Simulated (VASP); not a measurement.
# GaGe (F-43m) in VASP: a series of runs

One crystal, GaGe, is run at these levels: r2SCAN, PBE+D3(BJ); tasks: single point, relaxation of cell and atoms.

All numbers are computed with VASP 6.6.1; they aren't measurements. Logs are shortened: lines on timing, memory, paths and dates and some standing lists are left out, and cuts for length are marked.

**1. The structure**

Symmetry: F-43m, No. 216, cubic system. Conventional cell: a = 5.796 Å, b = 5.796 Å, c = 5.796 Å, α = 90.00°, β = 90.00°, γ = 90.00°. Ge (site symmetry -43m) has 4 Ga at 2.51 Å as nearest neighbours. Ga (site symmetry -43m) has 4 Ge at 2.51 Å as nearest neighbours.

The cell comes from a database or a generator and needn't be the stable form of this composition.

**2. Single point, r2SCAN**

INCAR

```
SYSTEM = GaGe
PREC = Accurate ; ENCUT = 700
EDIFF = 1E-6 ; ISMEAR = -1
SIGMA = 0.1 ; LREAL = .False.
LASPH = .True. ; NELM = 100
ALGO = Normal ; ISIF = 2
LWAVE = .False. ; LCHARG = .False.
METAGGA = R2SCAN ; LMIXTAU = .True.
NBANDS = 10 ; ADDGRID = .False.
```

KPOINTS

```
regular mesh
0
Gamma
  17 17 17
  0 0 0
```

POSCAR

```
GaGe
1.0
    0.0000000000      2.8978440000      2.8978440000
    2.8978440000      0.0000000000      2.8978440000
    2.8978440000      2.8978440000      0.0000000000
Ge Ga
1 1
Direct
    0.0000000000      0.0000000000      0.0000000000
    0.2500000000      0.2500000000      0.2500000000
```

Potentials or basis: VASP PAW PBE potentials, release 64 (Ge, Ga).

On the command line:

```sh
> cat potpaw_PBE.64/Ge/POTCAR potpaw_PBE.64/Ga/POTCAR > POTCAR
> mpirun -np 1 vasp_std > vasp.out
```

OUTCAR:

```text
SYSTEM = GaGe
   PREC = Accurate
   ENCUT = 700
   EDIFF = 1E-6
   ISMEAR = -1
   LREAL = .False.
   LASPH = .True.
   NELM = 100
   ISIF = 2
   METAGGA = R2SCAN

 Found    165 irreducible k-points:

 Following reciprocal coordinates:
            Coordinates               Weight
  0.000000  0.000000  0.000000      1.000000
  0.058824  0.000000  0.000000      8.000000
  0.117647  0.000000  0.000000      8.000000
  0.176471  0.000000  0.000000      8.000000
  0.235294  0.000000  0.000000      8.000000
  0.294118  0.000000  0.000000      8.000000
   k-points           NKPTS =    165   k-points in BZ     NKDIM =    165   number of bands    NBANDS=     10
   number of dos      NEDOS =    301   number of ions     NIONS =      2
   total plane-waves  NPLWV =  46656
   dimension x,y,z NGX =    36 NGY =   36 NGZ =   36
   dimension x,y,z NGXF=    72 NGYF=   72 NGZF=   72
   ions per type =               1   1
   NGX,Y,Z   is equivalent  to a cutoff of  14.60, 14.60, 14.60 a.u.
   NGXF,Y,Z  is equivalent  to a cutoff of  29.21, 29.21, 29.21 a.u.
 SYSTEM =  GaGe
   PREC   = accura    normal or accurate (medium, high low for compatibility)
   ISTART =      0    job   : 0-new  1-cont  2-samecut
   ICHARG =      2    charge: 1-file 2-atom 10-const
   ISPIN  =      1    spin polarized calculation?
   LNONCOLLINEAR =      F non collinear calculations
   LSORBIT =      F    spin-orbit coupling
   LASPH  =      T    aspherical Exc in radial PAW
   ENCUT  =  700.0 eV  51.45 Ry    7.17 a.u.   8.84  8.84  8.84*2*pi/ulx,y,z
   NELM   =    100;   NELMIN=  2; NELMDL= -5     # of ELM steps
   EDIFF  = 0.1E-05   stopping-criterion for ELM
   LREAL  =      F    real-space projection
   EDIFFG = 0.1E-04   stopping-criterion for IOM
   NSW    =      0    number of steps for IOM
   IBRION =     -1    ionic relax: 0-MD 1-quasi-New 2-CG
   NFREE  =      0    steps in history (QN), initial steepest desc. (CG)
   ISIF   =      2    stress and relaxation
   ISYM   =      2    0-nonsym 1-usesym 2-fastsym
   POTIM  = 0.5000    time-step for ionic-motion
   TEBEG  =    0.0;   TEEND  =   0.0 temperature during run
   PSTRESS=    0.0 pullay stress
   NELECT =       7.0000    total number of electrons
   NUPDOWN=      -1.0000    fix difference up-down
   EMIN   =  10.00;   EMAX   =-10.00  energy-range for DOS
   EFERMI =   0.00;   METHOD = LEGACY
   ISMEAR =    -1;   SIGMA  =   0.10  broadening in eV -4-tet -1-fermi 0-gaus
   EFERMI_NEDOS =   21; number of points for ismear=-14 and -15
   IALGO  =     38    algorithm
   IMIX   =      4    mixing-type and parameters
     AMIX     =   0.40;   BMIX     =  1.00
     AMIX_MAG =   1.60;   BMIX_MAG =  1.00
  volume/ion in A,a.u.               =      24.33       164.22
  Fermi-wavevector in a.u.,A,eV,Ry     =   0.857740  1.620894 10.010058  0.735719
  Thomas-Fermi vector in A             =   1.974840
   LORBIT       =      0    0 simple, 1 ext, 2 COOP (PROOUT), +10 PAW based schemes
   METAGGA = R2SCAN    functional components
   LHFCALC =     F    Hartree Fock is set to
   AEXX    =    0.0000 exact exchange contribution
   IVDW    =     0    specifies the selected vdW correction
   LEPSILON=     F    determine dielectric tensor
   LRPA    =     F    only Hartree local field effects (RPA)
 non-spin polarized calculation
  energy-cutoff  :      700.00
  volume of cell :       48.67
 maximum number of plane-waves:      2085
   NGX = 17   NGY = 17   NGZ = 17

 number of electron       7.0000000 magnetization

 Free energy of the ion-electron system (eV)
  ---------------------------------------------------
  ext. energy  EPLUGINS =         0.00000000
  ---------------------------------------------------
  free energy    TOTEN  =       -24.93687675 eV

  energy without entropy =      -24.89852978  energy(sigma->0) =      -24.91770326

 E-fermi :   1.1355     XC(G=0):  -9.1497

 val. band max:        1.1334549099   @ k =  -0.4706   0.0588   0.0000
 cond. band min:       1.1409486241   @ k =  -0.2941   0.2353   0.0588
 fundamental gap:      0.0074937142
 Fermi energy:         1.1355373221

 k-point     1 :       0.0000    0.0000    0.0000
  band No.  band energies     occupation
      1      -9.8043      2.00000
      2       2.9139      0.00000
      3       2.9139      0.00000
      4       2.9139      0.00000
      5       3.7674      0.00000
      6       5.7992      0.00000
      7       5.7992      0.00000
      8       5.7992      0.00000
      9       9.6037      0.00000
     10      12.2577      0.00000

 k-point     2 :       0.0588    0.0000    0.0000
  band No.  band energies     occupation
      1      -9.7626      2.00000
      2       2.1406      0.00009
      3       2.8328      0.00000
      4       2.8328      0.00000
      5       4.2598      0.00000
      6       5.9094      0.00000
      7       5.9094      0.00000
      8       5.9677      0.00000
      9       9.8428      0.00000
     10      11.9293      0.00000

 k-point     3 :       0.1176    0.0000    0.0000
  band No.  band energies     occupation
      1      -9.6383      2.00000
      2       0.9986      1.59469
      3       2.6293      0.00000
      4       2.6293      0.00000
      5       4.4751      0.00000
      6       6.1857      0.00000
      7       6.1857      0.00000
      8       6.6147      0.00000
      9      10.4534      0.00000
     10      11.4486      0.00000

 k-point     4 :       0.1765    0.0000    0.0000
  band No.  band energies     occupation
      1      -9.4343      2.00000
      2      -0.1571      2.00000
      3       2.3754      0.00001
      4       2.3754      0.00001
      5       4.3503      0.00000
      6       6.5116      0.00000
      7       6.5116      0.00000
      8       7.5615      0.00000
      9      11.0392      0.00000
     10      11.1434      0.00000

 k-point     5 :       0.2353    0.0000    0.0000
  band No.  band energies     occupation
      1      -9.1565      2.00000
      2      -1.2641      2.00000
      3       2.1236      0.00010
      4       2.1236      0.00010
      5       4.1434      0.00000
      6       6.7705      0.00000
      7       6.7705      0.00000
      8       8.5836      0.00000
      9      11.0594      0.00000
     10      11.1311      0.00000

 k-point     6 :       0.2941    0.0000    0.0000
  band No.  band energies     occupation
      1      -8.8170      2.00000
      2      -2.2856      2.00000
      3       1.9033      0.00093
      4       1.9033      0.00093
      5       3.9452      0.00000
      6       6.8973      0.00000
      7       6.8973      0.00000
      8       9.5790      0.00000
      9      10.8642      0.00000
     10      11.4621      0.00000

 [... further k-points ...]

------------------------ aborting loop because EDIFF is reached ----------------------------------------

  FORCE on cell =-STRESS in cart. coord.  units (eV):
  Direction    XX          YY          ZZ          XY          YZ          ZX
  --------------------------------------------------------------------------------------
  -------------------------------------------------------------------------------------
  Total       -0.6532051     -0.6532051     -0.6532051      0.0000000     -0.0000000      0.0000000
  in kB      -21.5033021    -21.5033021    -21.5033021      0.0000000     -0.0000000      0.0000000
  external PRESSURE =     -21.5033021 kB  Pullay stress =       0.0000000 kB

 VOLUME and BASIS-vectors are now :
 -----------------------------------------------------------------------------
  energy-cutoff  :      700.00
  volume of cell :       48.67
      direct lattice vectors                 reciprocal lattice vectors
     0.000000000  2.897844000  2.897844000    -0.172542069  0.172542069  0.172542069
     2.897844000  0.000000000  2.897844000     0.172542069 -0.172542069  0.172542069
     2.897844000  2.897844000  0.000000000     0.172542069  0.172542069 -0.172542069

 POSITION                                       TOTAL-FORCE (eV/Angst)
 -----------------------------------------------------------------------------------
      0.00000      0.00000      0.00000        -0.000000     -0.000000     -0.000000
      1.44892      1.44892      1.44892         0.000000      0.000000      0.000000
 -----------------------------------------------------------------------------------
    total drift:                                0.000000      0.000000      0.000000

  FREE ENERGIE OF THE ION-ELECTRON SYSTEM (eV)
  ---------------------------------------------------
  free  energy   TOTEN  =       -24.9368767477 eV

  energy  without entropy=      -24.8985297783  energy(sigma->0) =      -24.91770326
```

Run time: 4.3 min. Hardware: 1 thread of Intel Xeon Platinum 8488C (Sapphire Rapids), shared host; peak memory 0.32 GiB.

The run converged, but some of its settings lie outside the range that counts as converged, so its numbers aren't taken as properties of the crystal.

What came out:

- Free energy: -24.9369 eV
- Pressure: -2.2 GPa
- Band gap on the k mesh: none (metal or under the smearing width)

Caveat: the PAW data sets were made with another functional, which shifts forces and pressure a little.

**3. Relaxation of cell and atoms, PBE+D3(BJ)**

INCAR

```
SYSTEM = GaGe
  ALGO = Normal
  EDIFF = 1E-6
  EDIFFG = -0.005
  ENCUT = 600
  GGA = PE
  IBRION = 2
  ISIF = 3
  ISMEAR = -1
  IVDW = 12
  LASPH = .True.
  LCHARG = .False.
  LREAL = .False.
  LWAVE = .False.
  NELM = 100
  NSW = 60
  PREC = Accurate
  SIGMA = 0.05
```

KPOINTS

```
k-points
0
Gamma
  8 8 8
  0 0 0
```

POSCAR is that of step 2.

Potentials or basis: VASP PAW PBE potentials, release 64 (Ge_d, Ga_d).

On the command line:

```sh
> cat potpaw_PBE.64/Ge_d/POTCAR potpaw_PBE.64/Ga_d/POTCAR > POTCAR
> mpirun -np 1 vasp_std > vasp.out
```

It took 85 s on 1 thread of Intel Xeon Platinum 8559C (Emerald Rapids), shared host; peak memory 0.22 GiB.

The run converged. Its results:

```
Free energy                            : -7.6201 eV
Relaxed volume                         : 23.64 Å³/atom
Relaxed cell                           : a = 4.059 Å, b = 4.059 Å, c = 4.059 Å, α = 60.00°, β = 60.00°, γ = 60.00°
Space group after relaxing (to 0.05 Å) : F-43m (No. 216)
Energy gained by relaxing              : 3.4 meV/atom
Ionic steps                            : 9
Pressure after relaxing                : 0.0 GPa
Band gap on the k mesh                 : none (metal or under the smearing width)
Dispersion energy per atom             : -0.265 eV
```

Step by step:
| step | energy change (eV) | largest force (eV/Å) | pressure (GPa) | volume (Å³) |
| --- | --- | --- | --- | --- |
| 1 | 0.0000 | 0.0000 | -1.49 | 48.67 |
| 2 | -0.0068 | 0.0000 | 0.17 | 47.09 |
| 3 | -0.0068 | 0.0000 | 0.12 | 47.24 |
| 4 | -0.0068 | 0.0000 | -0.04 | 47.34 |
| 5 | -0.0068 | 0.0000 | -0.08 | 47.32 |
| 6 | -0.0068 | 0.0000 | -0.04 | 47.28 |
| 7 | -0.0068 | 0.0000 | -0.08 | 47.28 |
| 8 | -0.0068 | 0.0000 | -0.08 | 47.27 |
| 9 | -0.0068 | 0.0000 | -0.02 | 47.27 |

Final structure:
```
CELL_PARAMETERS angstrom
0.00000 2.86989 2.86989
2.86989 0.00000 2.86989
2.86989 2.86989 0.00000
ATOMIC_POSITIONS crystal
Ge 0.00000 0.00000 0.00000
Ga 0.25000 0.25000 0.25000
```

Levels at points of the mesh, in eV from the Fermi level:
```
           k point  band 11  band 12  band 13  band 14  band 15  band 16  band 17
(0.00, 0.00, 0.00)   -10.69     1.75     1.75     1.75     2.35     4.43     4.43
(0.50, 0.00, 0.00)    -8.66    -5.46     0.40     0.40     2.20     5.42     5.42
(0.50, 0.50, 0.00)    -7.56    -5.88    -1.29    -1.29     2.34     2.46    11.30
```

Caveat: pairwise dispersion overbinds metals, which lowers pressure and volume.

**4. For comparison**

An earlier run on the cell as given: functional PBE; potentials or basis VASP PAW PBE potentials, release 64 (Ge_d, Ga_d); cutoff 520 eV; k mesh 8 × 8 × 8; occupations fermi-dirac, width 0.05 eV; no spin polarisation.

* Pressure: 0.3 GPa
* Band gap on the k mesh: none (metal or under the smearing width)
